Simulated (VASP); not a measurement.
An input for Quantum ESPRESSO's pw.x (written as the equivalent of a VASP run, and not itself run):

```
&CONTROL
  calculation = 'vc-relax'
  pseudo_dir = './pseudo'
  outdir = './out'
  tprnfor = .true.
  tstress = .true.
  nstep = 60
  forc_conv_thr = 0.00039
/
&SYSTEM
  ibrav = 0
  nat = 2
  ntyp = 2
  ecutwfc = 82.3
  occupations = 'smearing'
  smearing = 'gaussian'
  degauss = 0.003675
  input_dft = 'vdw-df2-b86r'
/
&ELECTRONS
  conv_thr = 7.3e-08
  electron_maxstep = 100
/
&IONS
/
&CELL
/
ATOMIC_SPECIES
  Sn 118.710 Sn.upf
  Te 127.600 Te.upf
CELL_PARAMETERS angstrom
    -0.0000000    3.1842314    3.1842314
     3.1842314    0.0000000    3.1842314
     3.1842314    3.1842314   -0.0000000
ATOMIC_POSITIONS crystal
  Sn   0.0000000  0.0000000  0.0000000
  Te   0.5000000  0.5000000  0.5000000
K_POINTS automatic
  7 7 7 0 0 0
```

Problem. Translate this input to VASP (INCAR, KPOINTS, POSCAR, choice of POTCAR).

Solution. One answer among several that fit: 
**KPOINTS**
```
kpoints
0
Gamma
 7 7 7
```

**INCAR**
```
! general
SYSTEM    =  SnTe
PREC      =  Accurate
ENCUT     =  520
LREAL     =  .FALSE.
LASPH     =  .TRUE.

! electronic loop
EDIFF     =  1E-6
NELM      =  100
ALGO      =  Normal
LMAXMIX   =  4

! smearing
ISMEAR    =  0
SIGMA     =  0.05

! functional
GGA       =  MK
LUSE_VDW  =  .TRUE.
AGGAC     =  0.0
PARAM1    =  0.1234568
PARAM2    =  0.7114
ZAB_VDW   =  -1.8867

! ions
IBRION    =  2
NSW       =  60
ISIF      =  3
EDIFFG    =  -0.01

! output
LWAVE     =  .FALSE.
LCHARG    =  .FALSE.
```

**POSCAR**
```
SnTe
1
   -0.0000000000     3.1842313616     3.1842313616
    3.1842313616     0.0000000000     3.1842313616
    3.1842313616     3.1842313616    -0.0000000000
Sn Te
1 1
Direct
  0.0000000000   0.0000000000   0.0000000000
  0.5000000000   0.5000000000   0.5000000000
```

POTCAR, in this order: Sn_d Te (PBE.64 set). Program: vasp_std.

What does not carry over: the potentials are each code's own (VASP's PAW set, PseudoDojo norm-conserving files in pw.x), so ENCUT and ecutwfc are chosen apart and not converted; conv_thr bounds pw.x's estimated SCF error, while EDIFF bounds the energy change between steps; forc_conv_thr acts on force components and is met together with etot_conv_thr.

The compound is SnTe in the rock salt structure, which distorts at low temperature. It was relaxed first. The start is the result of an earlier pass.
